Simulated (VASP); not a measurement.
Input:

```
CELL_PARAMETERS angstrom
      0.00000     2.96893     2.96893
      2.96893     0.00000     2.96893
      2.96893     2.96893     0.00000
ATOMIC_POSITIONS crystal
  Mg 0.00000 0.00000 0.00000
  Se 0.25000 0.25000 0.25000
```

These are r2SCAN meta-GGA, VASP's PBE PAW potentials (set 64) (plane waves; VASP) values and carry that method's errors. Run with 400 eV cut-off, 9×9×9 Γ-centred mesh, tetrahedra with Blöchl corrections, potentials Mg Se.

Give the energies of bands 2 to 7 at the high-symmetry points, in eV from the valence-band maximum.

| band | Γ | X | U | L | W |
|---|---|---|---|---|---|
| 2 | 0.00 | -2.94 | -2.62 | -3.22 | -2.45 |
| 3 | 0.00 | -1.12 | -1.95 | -0.37 | -1.91 |
| 4 | 0.00 | -1.12 | -0.89 | -0.37 | -1.40 |
| 5 | 3.34 | 3.88 | 4.80 | 4.92 | 5.66 |
| 6 | 7.78 | 5.51 | 7.02 | 7.53 | 7.91 |
| 7 | 7.78 | 11.69 | 9.88 | 7.53 | 8.26 |

The gap is direct, 3.34 eV, from the valence maximum at Γ to the conduction minimum at Γ.

The structure comes from a computed database's MgSe entry (F-43m); how it stands against other phases isn't given here. The cell was not relaxed at this level.
